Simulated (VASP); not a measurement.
Output of a VASP run:

File OSZICAR:
```
       N       E                     dE             d eps       ncg     rms          rms(c)
DAV:   1     0.123727179929E+03    0.12373E+03   -0.76053E+03  4716   0.143E+03
DAV:   2    -0.143840325965E+02   -0.13811E+03   -0.13251E+03  4944   0.383E+02
DAV:   3    -0.242045466315E+02   -0.98205E+01   -0.96318E+01  5652   0.104E+02
DAV:   4    -0.246065460808E+02   -0.40200E+00   -0.39828E+00  6332   0.199E+01
DAV:   5    -0.246189212389E+02   -0.12375E-01   -0.12362E-01  6072   0.299E+00    0.200E+01
DAV:   6    -0.197944990081E+02    0.48244E+01   -0.29657E+01  5552   0.720E+01    0.698E+00
DAV:   7    -0.195778290511E+02    0.21667E+00   -0.27693E+00  5216   0.220E+01    0.548E+00
DAV:   8    -0.196147400634E+02   -0.36911E-01   -0.70735E-01  4952   0.124E+01    0.338E+00
DAV:   9    -0.195627337462E+02    0.52006E-01   -0.14081E-01  4948   0.608E+00    0.100E+00
DAV:  10    -0.195607769459E+02    0.19568E-02   -0.51150E-02  5112   0.350E+00    0.533E-01
DAV:  11    -0.195593837465E+02    0.13932E-02   -0.63879E-03  5068   0.122E+00    0.103E-01
DAV:  12    -0.195593440085E+02    0.39738E-04   -0.57730E-04  6604   0.372E-01    0.301E-02
DAV:  13    -0.195593455469E+02   -0.15385E-05   -0.66216E-05  5636   0.116E-01    0.955E-03
DAV:  14    -0.195593459464E+02   -0.39949E-06   -0.28295E-06  4872   0.217E-02
   1 F= -.19559346E+02 E0= -.19546368E+02  d E =-.259552E-01
```

File OUTCAR:
```
------------------------ aborting loop because EDIFF is reached ----------------------------------------
  FORCE on cell =-STRESS in cart. coord.  units (eV):
  Direction    XX          YY          ZZ          XY          YZ          ZX
  --------------------------------------------------------------------------------------
  Total        1.8611026      1.8611026      1.8611026      0.0000000      0.0000000      0.0000000
  in kB      166.2513128    166.2513128    166.2513128      0.0000000      0.0000000      0.0000000
  external PRESSURE =     166.2513128 kB  Pullay stress =       0.0000000 kB
  volume of cell :       17.94
      direct lattice vectors                 reciprocal lattice vectors
     0.000000000  2.077600000  2.077600000    -0.240662303  0.240662303  0.240662303
     2.077600000  0.000000000  2.077600000     0.240662303 -0.240662303  0.240662303
     2.077600000  2.077600000  0.000000000     0.240662303  0.240662303 -0.240662303
 POSITION                                       TOTAL-FORCE (eV/Angst)
 -----------------------------------------------------------------------------------
      0.00000      0.00000      0.00000         0.000000      0.000000      0.000000
      2.07760      2.07760      2.07760        -0.000000     -0.000000     -0.000000
 -----------------------------------------------------------------------------------
    total drift:                                0.000000     -0.000000     -0.000000
  FREE ENERGIE OF THE ION-ELECTRON SYSTEM (eV)
  ---------------------------------------------------
  free  energy   TOTEN  =       -19.5593459464 eV

  energy  without entropy=      -19.5333907134  energy(sigma->0) =      -19.54636833
```
(Selected blocks of OUTCAR.)

POSCAR:
```
TiN
1
    0.0000000000     2.0776000000     2.0776000000
    2.0776000000     0.0000000000     2.0776000000
    2.0776000000     2.0776000000     0.0000000000
Ti N
1 1
Direct
  0.0000000000   0.0000000000   0.0000000000
  0.5000000000   0.5000000000   0.5000000000
```

### Question
Reconstruct the remaining input files.

### Answer
One answer among several that fit: the input of the run itself, PBE GGA, plane waves, VASP's PBE PAW potentials (set 64).

### KPOINTS
```
Automatic mesh
0
Gamma
18 18 18
0 0 0
```

### INCAR
```
# general
SYSTEM  = TiN
PREC    = Accurate
ENCUT   = 400
LREAL   = .FALSE.
LASPH   = .TRUE.

# electronic loop
EDIFF   = 1E-6
NELM    = 100
ALGO    = Normal
LMAXMIX = 4

# smearing
ISMEAR  = -1
SIGMA   = 0.1

# functional
GGA     = PE

# ions
ISIF    = 2

# output
LWAVE   = .FALSE.
LCHARG  = .FALSE.
```

POTCAR, in this order: Ti_sv N (PBE.64 set). Program: vasp_std.

At this cut-off the stress carries a Pulay error, which pulls relaxed volumes low.

The structure is a typed TiN crystal. The cell was not relaxed at this level, and its volume differs by -5.9 % from the start's. The electron count is odd and the run is not spin-polarised, which forces a metal.
